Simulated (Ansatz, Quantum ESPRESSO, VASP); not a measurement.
**One structure in several programs: Y₂Ni₂Sn (P1, 5 atoms in the cell)**

Self-consistent single point, at a second geometry (atoms moved at random). First geometry:

```xyz
5
Lattice="-2.1357 2.7978 4.1464 2.1357 -2.7978 4.1464 2.1357 2.7978 -4.1464" Properties=species:S:1:pos:R:3 pbc="T T T"
Y      0.0000     2.7978     1.6853
Y      2.1357     0.0000     2.4611
Ni     0.0000     1.1852     4.1464
Ni     2.1357     1.6127     0.0000
Sn     0.0000     0.0000     0.0000
```

Second geometry:
```
CELL_PARAMETERS angstrom
     -2.13574     2.79784     4.14642
      2.13574    -2.79784     4.14642
      2.13574     2.79784    -4.14642
ATOMIC_POSITIONS crystal
  Y  0.69695 0.21532 0.50260
  Y  0.30611 0.80225 0.50801
  Ni 0.69716 0.49070 0.20296
  Ni 0.29585 0.49182 0.78700
  Sn 0.00393 0.99991 0.99943
```

Shared settings, as Ansatz (a first-principles code) writes them: kpoints.mp_grid.grid = 5 5 5; scf.occupations.method = fermi_dirac; scf.occupations.width = 0.01 Ry. Potentials and cutoffs stand in the table.

```
code                                                             model  ΔF from the first geometry (meV/atom)  pressure (GPa)  largest force (eV/Å)   cutoff
----------------  ----------------------------------------------------  -------------------------------------  --------------  --------------------  -------
Quantum ESPRESSO  PBEsol, GBRV 1.5 ultrasoft (PBESOL) pseudopotentials                                    9.6           -2.72                 0.511    50 Ry
Ansatz                                 PBEsol, PAW files made with PBE                                    9.6           -2.10                 0.512  30.9 Ry
VASP                        PBEsol, VASP's PBE PAW potentials (set 64)                                    9.5           -2.27                 0.505   300 eV
```

Size of the force on each atom (eV/Å): Sizes of forces hide their directions.

```tsv
code	Y1	Y2	Ni3	Ni4	Sn5
Quantum ESPRESSO	0.396	0.318	0.511	0.467	0.112
Ansatz	0.396	0.316	0.512	0.468	0.112
VASP	0.394	0.315	0.505	0.460	0.112
```

On Ansatz's run: spin polarisation is off.

The spread over the programs that give each value: ΔF from the first geometry within 0.1 meV/atom; pressure within 0.62 GPa; largest force within 0.007 eV/Å.

Ansatz's pressure is given at a fixed set of plane waves, as the other plane-wave codes print theirs.

VASP's run is marked for a possible Pulay error in its stress at this cutoff; no cutoff test was made.

The starting cell comes from a database of computed structures (which also holds hypothetical and non-ambient phases and stackings), without a prior relaxation at this level. For this run, on top of that: atoms moved at random.

Left out of this page: Elk and SIESTA (not drawn, or without a comparable value).

Keys are those of Ansatz 0.2.
